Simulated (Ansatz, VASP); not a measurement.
# MoS2: VASP beside Ansatz, part 2 of 2

Aim: how closely do two programs agree when they are given the same cell, functional and k mesh? The cell is taken from a series of runs on this material, whose earlier steps may have relaxed, scaled, displaced or heated it; both programs get it as it stands.

VASP 6.6.1 and Ansatz 0.2.0.

So far: Starting point; VASP: zone-centre phonons, PBEsol with D3(BJ).

## Step 3: Ansatz: zone-centre phonons, PBEsol with D3(BJ)

Level of this step: Ansatz beside VASP: Kohn-Sham DFT, plane waves, PBEsol with D3(BJ) (Ansatz).

Ansatz runs on its PAW soft_1 files.

The same cell, functional, mesh and smearing now go to Ansatz, which takes its cutoff from its data sets.

Contents of input.yaml:

```yaml
crystal:
  lattice:
    - [3.0502876041, 0.0, 0.0]
    - [-1.525143802, 2.641626554, 0.0]
    - [0.0, 0.0, 11.1918040608]
  atoms:
    - { symbol: S, position: [0.3333333333, 0.6666666667, 0.6097634586] }
    - { symbol: S, position: [0.6666666667, 0.3333333333, 0.1097634586] }
    - { symbol: S, position: [0.3333333333, 0.6666666667, 0.8902365414] }
    - { symbol: S, position: [0.6666666667, 0.3333333333, 0.3902365414] }
    - { symbol: Mo, position: [0.3333333333, 0.6666666667, 0.25] }
    - { symbol: Mo, position: [0.6666666667, 0.3333333333, 0.75] }
kpoints:
  mp_grid: { grid: [15, 15, 4] }
hamiltonian:
  xc: pbesol
  dispersion: d3bj
  pseudopotentials: { kind: paw, azcp: { folder: soft_1 }, xc_functional: pbe }
scf:
  occupations: { method: gaussian, width: 0.02 }
output:
  eigenvalues: true
phonons:
  method: dfpt
  dielectric: true
  rigid_motions: translations
```

Started as:

```console
ansatz run input.yaml --threads 8 --pin off --max-ram 16384MiB --backend cpu --events-out ev --progress --plain --runs-dir out
```

Numbers of over 12 decimals in the logs are rounded to 6 here.

The program printed:

```text
Engine: ansatz 0.2.0, aarch64-unknown-linux-gnu
Pseudopotentials: kind: paw
Pseudopotential: S, paw, valence charge 6, recommended cutoff 420 eV (normal), soft_1/S.paw.azcp
Pseudopotential: Mo, paw, valence charge 14, recommended cutoff 420 eV (normal), soft_1/Mo.paw.azcp
Functional definition: PBEsol
  exchange = pbesol_x
  correlation = pbesol_c
Crystal: 6 atoms, lattice volume = 90.180 Å³
Basis set: ecut = 420 eV, 1717 PW (Γ), exchange–correlation on 48×48×160 points (8 copies of the dense FFT grid, shifted against one another)
Bands: 32, of which v1, the nominal top of the filled ones, is band 26 counted from 1 (25 counted from 0)
Symmetry: 24 space group operations
k-points: 248 of 900 (irreducible under 2 space group operations, time reversal used)
Non-local potential: S, projectors of the file, l = 0: 2, l = 1: 2, l = 2: 1
Non-local potential: Mo, projectors of the file, l = 0: 3, l = 1: 2, l = 2: 2, l = 3: 1
PAW form: soft (Blöchl's): semilocal exchange-correlation on the pseudo side does not see the compensation charge
PAW frozen core: S, regenerated for the run's functional, and the local potential with it (the file was generated under x = pbe(κ = 0.804, μ = 0.219515), c = pbe(β = 0.066725))
PAW frozen core: Mo, regenerated for the run's functional, and the local potential with it (the file was generated under x = pbe(κ = 0.804, μ = 0.219515), c = pbe(β = 0.066725))
PAW one-centre angular grid: S, 110 points (default); XC on 64 Gauss nodes
PAW one-centre angular grid: Mo, 590 points (default); XC on 64 Gauss nodes
Initial density: superposition of atomic densities (chi_scale 0.1, normalization cell, long waves kept (reshape's long-wave potential 0.04 eV rms))
Initial wavefunctions: pseudopotential atomic-orbital guess
Functional: x = pbesol(κ = 0.804, μ = 0.123457), c = pbesol(β = 0.046)
SCF iter   1: F=—  HF=-13344.203170 eV  |F-HF|=—  |Δ(HF+E_count)|=         —  Δρ=6.23e-2  dr2=4.74e0  ethr=3.10e-3  ⟨swp⟩=9.4  Hψ=44209  notcnv=0
preconditioner: auto → Resta (q_TF=auto, 2.489 Å⁻¹)  ε∞=8.5  [insulator: Δε(μ)=0.085 eV  Ē_g=8.590 eV  σ=0.020 eV  W_gap=0.77  n_scr=26 (ndim 8)  ℏωp=23.5 eV  f_vac=0.000  D(μ)=0.28/eV (n_scr^D=2)  ε∞_Penn≈8.5]
SCF iter   2: F=—  HF=-13342.987681 eV  |F-HF|=—  |Δ(HF+E_count)|=    1.22e0  Δρ=3.28e-2  dr2=1.35e0  ethr=3.10e-3  ⟨swp⟩=2.3  Hψ=14608  notcnv=0  defer=381
SCF iter   3: F=—  HF=-13342.550540 eV  |F-HF|=—  |Δ(HF+E_count)|=   4.37e-1  Δρ=5.15e-3  dr2=2.58e-2  ethr=2.60e-3  ⟨swp⟩=3.0  Hψ=13460  notcnv=0  defer=377
SCF iter   4: F=—  HF=-13342.546968 eV  |F-HF|=—  |Δ(HF+E_count)|=   3.57e-3  Δρ=1.10e-3  dr2=1.97e-3  ethr=4.97e-5  ⟨swp⟩=2.6  Hψ=13557  notcnv=0  defer=381
SCF iter   5: F=—  HF=-13342.547351 eV  |F-HF|=—  |Δ(HF+E_count)|=   3.83e-4  Δρ=3.38e-4  dr2=7.27e-5  ethr=3.78e-6  ⟨swp⟩=2.0  Hψ=12840  notcnv=0  defer=377
SCF iter   6: F=—  HF=-13342.547401 eV  |F-HF|=—  |Δ(HF+E_count)|=   4.97e-5  Δρ=5.07e-5  dr2=2.19e-6  ethr=1.40e-7  ⟨swp⟩=2.0  Hψ=11661  notcnv=0  defer=377
SCF iter   7: F=—  HF=-13342.547405 eV  |F-HF|=—  |Δ(HF+E_count)|=   3.46e-6  Δρ=1.28e-5  dr2=1.24e-7  ethr=4.21e-9  ⟨swp⟩=2.0  Hψ=13534  notcnv=0  defer=377
SCF iter   8: F=—  HF=-13342.547405 eV  |F-HF|=—  |Δ(HF+E_count)|=   5.31e-8  Δρ=1.94e-6  dr2=3.08e-9  ethr=2.38e-10  ⟨swp⟩=2.0  Hψ=12202  notcnv=0  defer=377
SCF iter   9: F=—  HF=-13342.547405 eV  |F-HF|=—  |Δ(HF+E_count)|=  1.91e-10  Δρ=4.06e-7  dr2=1.14e-10  ethr=5.93e-12  ⟨swp⟩=2.1  Hψ=12204  notcnv=0  defer=377
SCF iter  10: F=-13342.547405 eV  HF=-13342.547405 eV  |F-HF|=1.82e-12  |Δ(HF+E_count)|=  4.37e-11  Δρ=6.78e-8  dr2=4.27e-12  ethr=1.00e-12  ⟨swp⟩=14.7  Hψ=48191  notcnv=0
SCF 1 converged in 10 iterations: F = -13342.547405 eV  dr2 = 4.27e-12
  greatest PAW one-centre occupation: 0.999 electrons in one spin orbital (limit 2), on the Mo atom at site 5 (counted from 0), in its partial waves of l = 0
NSCF: frozen V_eff on 247 k-points
DFPT response loops at Γ: preconditioner auto → Resta (q_TF=auto, 2.489 Å⁻¹)  ε∞=17.5 (no band partly filled); β = 1.00, the filter's whole step (`scf.mixing.beta` (0.50) is not read by the response loops at its default; to damp them type it under 1.00, their step now; it binds the ground state too); Broyden in place of MSR1
── the response to a field inside a basis, on 16×16×4 k-points: an SCF that follows is theirs, and a resumed run solves both again ──
Bands: 27, of which v1, the nominal top of the filled ones, is band 26 counted from 1 (25 counted from 0)
k-points: 144 of 1024 (irreducible under 8 space group operations)
Initial density: handed on by an earlier stage of this run
Initial wavefunctions: pseudopotential atomic-orbital guess (no wavefunctions were taken with the density)
Eigensolver: Dense (144 Hₖ)
SCF iter   1: F=—  HF=-13342.501513 eV  |F-HF|=—  |Δ(HF+E_count)|=         —  Δρ=2.19e-4  dr2=9.83e-6  ethr=1.00e-1
preconditioner: auto → Resta (q_TF=auto, 2.489 Å⁻¹)  ε∞=10.9  [insulator: Δε(μ)=0.281 eV  Ē_g=7.438 eV  σ=0.020 eV  W_gap=1.00  n_scr=26 (ndim 8)  ℏωp=23.5 eV  f_vac=0.000  D(μ)=0.00/eV (n_scr^D=0)  ε∞_Penn≈10.9]
SCF iter   2: F=—  HF=-13342.501517 eV  |F-HF|=—  |Δ(HF+E_count)|=   3.50e-6  Δρ=1.20e-4  dr2=3.24e-6  ethr=1.89e-8
SCF iter   3: F=—  HF=-13342.501518 eV  |F-HF|=—  |Δ(HF+E_count)|=   1.42e-6  Δρ=1.02e-5  dr2=2.02e-7  ethr=6.23e-9
SCF iter   4: F=-13342.501518 eV  HF=-13342.501518 eV  |F-HF|=1.70e-9  |Δ(HF+E_count)|=   2.32e-8  Δρ=5.22e-6  dr2=1.62e-8  ethr=3.89e-10
SCF 1 converged in 4 iterations: F = -13342.501518 eV  dr2 = 1.62e-8
DFPT response loops at Γ: preconditioner auto → Resta (q_TF=auto, 2.489 Å⁻¹)  ε∞=14.6 (no band partly filled); β = 1.00, the filter's whole step (`scf.mixing.beta` (0.50) is not read by the response loops at its default; to damp them type it under 1.00, their step now; it binds the ground state too); Broyden in place of MSR1
SCF converged after 10 iterations
Free energy (F): -13342.547405 eV
Harris-Foulkes:  -13342.547405 eV  (|F-HF|=1.82e-12)
Internal energy: -13342.547405 eV  (E = F + TS)
E sigma→0 (E₀):  -13342.547405 eV
Fermi energy:    14.340593 eV
--- Per-component energies (eV) ---
  E_band       = -167.322657
  E_kinetic    = 1283.213300
  E_local      = -3132.036174  (includes V_loc(G=0)·N_el)
  E_nonlocal   = 439.478068
  E_hartree    = 1190.584043
  E_xc         = -709.610506
  E_vxc        = -778.298030  (∫ρ·V_xc dr)
  E_paw        = -8678.137477  (= ΣΔE_a)
  E_vpaw       = -360.848004  (= ΣTr[D̂ρ^β])
  E_aug_tail   = 0.000084  (compensation charges beyond the density's cutoff)
  E_ewald      = -3734.066707
  E_disp       = -2.638432  (pairwise vdW)
  E_core_change = 0.666397  (= ΣΔE_core)
  E_smearing   = -0.000000  (= −TS)
  E_closure    = 0.000000  (closes the sum)
  Σ components = -13342.547405   (vs F -13342.547405, Δ=0.00e0)
--- Band table (eV; the first three rows and the last of 248) ---
  k-point 0: bands = [... 22 lower, 11.8682, 12.1777, 13.5530, 14.2443, 16.1162, 16.1162, 16.1508, 16.1508, ... 2 higher]
  k-point 1: bands = [... 22 lower, 11.8432, 11.8432, 13.7605, 14.1968, 16.1015, 16.1015, 16.1374, 16.1374, ... 2 higher]
  k-point 2: bands = [... 22 lower, 11.7832, 11.7832, 14.0384, 14.0384, 16.1108, 16.1108, 16.1108, 16.1108, ... 2 higher]
  k-point 247: bands = [... 22 lower, 11.1689, 11.8252, 12.3936, 12.5971, 14.9267, 15.4899, 16.2153, 16.3342, ... 2 higher]
--- Phonons (Γ-DFPT): 4 representative perturbations + reference, on 248 of 900 k-points (Σ response iterations 12) ---
  k mesh reduced under 2 symmetry operations, with k and −k counted as one. Each operation leaves every solved perturbation unchanged. A smaller set is not considered because the run solves the response to a homogeneous field
  ASR residual: 3.302e-5 → 0.000e0 eV/Å²; symmetrization residual: 5.694e-6 eV/Å²
  pairwise dispersion correction: d3bj (s6 = 1.0, s8 = 2.9491, a1 = 0.4466, a2_bohr = 6.1742), with the weights of each atom's references fixed at the reference crystal's, and the forces and stress that the weights' published response gives there kept as a pressure on the atom's counted neighbours (hamiltonian.dispersion)
  ASR residual per site (eV/Å²): 2.87e-5 2.87e-5 2.87e-5 2.87e-5 3.30e-5 3.30e-5
  Γ frequencies (cm⁻¹): 0.00 0.00 0.00 65.72 65.72 119.09 296.56 296.56 306.80 306.80 399.73 399.73 402.00 402.00 420.94 443.57 484.88 496.54
  ε∞ (high-frequency dielectric tensor):
       16.982508     0.000000     0.000000
        0.000000    16.982508     0.000000
        0.000000     0.000000    11.765020
  ε⁰ (static dielectric tensor: ions relaxed, cell fixed):
       17.257805     0.000000     0.000000
        0.000000    17.257805     0.000000
        0.000000     0.000000    11.960088
  ε⁰ − ε∞ (ionic part):
        0.275297     0.000000     0.000000
        0.000000     0.275297     0.000000
        0.000000     0.000000     0.195068
  softest optical mode at Γ: 65.72 cm⁻¹; the repairs (sum rule, projections) moved no ω² at Γ by more than (1.05 cm⁻¹)²
  Born effective charges Z* (e; rows j = field, columns β = displacement):
    site 0:
         0.62587    0.00000    0.00000
         0.00000    0.62587   -0.00000
         0.00000   -0.00000    0.63546
    site 1:
         0.62587    0.00000    0.00000
         0.00000    0.62587    0.00000
        -0.00000    0.00000    0.63546
    site 2:
         0.62587    0.00000    0.00000
         0.00000    0.62587    0.00000
         0.00000    0.00000    0.63546
    site 3:
         0.62587    0.00000    0.00000
         0.00000    0.62587   -0.00000
         0.00000   -0.00000    0.63546
    site 4:
        -1.25175   -0.00000   -0.00000
        -0.00000   -1.25175   -0.00000
        -0.00000   -0.00000   -1.27092
    site 5:
[...]
Z* charge neutrality: 9.548e-3 e pre-enforcement
  solved inside a basis spanned on kpoints, on 16×16×4 k-points, its susceptibility summed on 22×22×6: ε∞ is read to err by 6.0e-2, Z* by 1.9e-2 e (field_mesh: kpoints solves on kpoints); Z* is corrected for what the basis lacks
  optical modes at Γ without the LO–TO term, one row a degenerate level:
      ω (cm⁻¹)  modes    IR ((D/Å)²/amu)
[...]
optical modes at Γ + LO–TO along q̂ = [1.0000, 0.0000, 0.0000]:
      ω (cm⁻¹)  modes    IR ((D/Å)²/amu)
[...]
optical modes at Γ + LO–TO along q̂ = [0.0000, 1.0000, 0.0000]:
      ω (cm⁻¹)  modes    IR ((D/Å)²/amu)
[...]
optical modes at Γ + LO–TO along q̂ = [0.0000, 0.0000, 1.0000]:
      ω (cm⁻¹)  modes    IR ((D/Å)²/amu)
[...]
296.56      2             0.0000
        306.80      2             0.0000
        399.73      2             0.0000
        402.00      2             3.7621
        420.94      1             0.0000
        443.57      1             0.0000
        488.88      1             1.9391
        496.54      1             0.0000
```

## Step 4: Side by side

Known differences besides the potentials themselves: the cutoff is 420 eV in Ansatz and 500 eV in VASP; Ansatz makes its cores anew for this functional, VASP keeps those of its PBE data sets; Ansatz takes the dispersion share of the force constants at frozen C6 weights, VASP differentiates the full forces; VASP uses finite displacements, Ansatz perturbation theory. Total energies have different zeros and are not compared.

Both answers:

| quantity | Ansatz | VASP | difference |
| --- | --- | --- | --- |
| optical mode 1 to 2 (cm⁻¹) | 65.7 | 65.8 | -0.16 % |
| optical mode 3 (cm⁻¹) | 119.1 | 119.8 | -0.57 % |
| optical mode 4 to 5 (cm⁻¹) | 296.6 | 296.2 | +0.12 % |
| optical mode 6 to 7 (cm⁻¹) | 306.8 | 306.6 | +0.05 % |
| optical mode 8 to 9 (cm⁻¹) | 399.7 | 399.5 | +0.06 % |
| optical mode 10 to 11 (cm⁻¹) | 402.0 | 401.6 | +0.09 % |
| optical mode 12 (cm⁻¹) | 420.9 | 420.3 | +0.15 % |
| optical mode 13 (cm⁻¹) | 443.6 | 443.3 | +0.07 % |
| optical mode 14 (cm⁻¹) | 484.9 | 485.1 | -0.05 % |
| optical mode 15 (cm⁻¹) | 496.5 | 496.6 | -0.01 % |

Modes are paired by rising frequency, not by their patterns, so a pair may set unlike modes beside each other; they are those without the splitting of longitudinal modes.

## Step 5: Results

```yaml
r_m_s_difference_of_the_optical_zone_centre_modes_each_program_s_sorted_by_frequency_zone_centre_phonons_pbesol_with_d3_bj: 0.34 cm⁻¹
difference_in_optical_mode_3_zone_centre_phonons_pbesol_with_d3_bj: -0.6 %
```

What this shows: The r.m.s. difference of the optical zone-centre modes, each program's sorted by frequency is 0.34 cm⁻¹ (zone-centre phonons, PBEsol with D3(BJ)). Among the rows given in per cent, the largest difference of the zone-centre phonons, PBEsol with D3(BJ) pair is in optical mode 3, -0.6 %. Such differences can come from data sets, numerical settings and the points named under the comparisons, not from the functional's error against experiment.

[Lines on the potential files, build, host, timing and source positions are cut from VASP's logs without a mark.]

[Logs are printed without paths, hosts, clocks, repeated set-up lines and the standing remarks that a program may print on its own settings, such as how far it seeks lower states.]

[Hosts, paths, dates, database ids (printed as entryN), source tags and the programs' standing remarks are cut or masked in the printed files.]
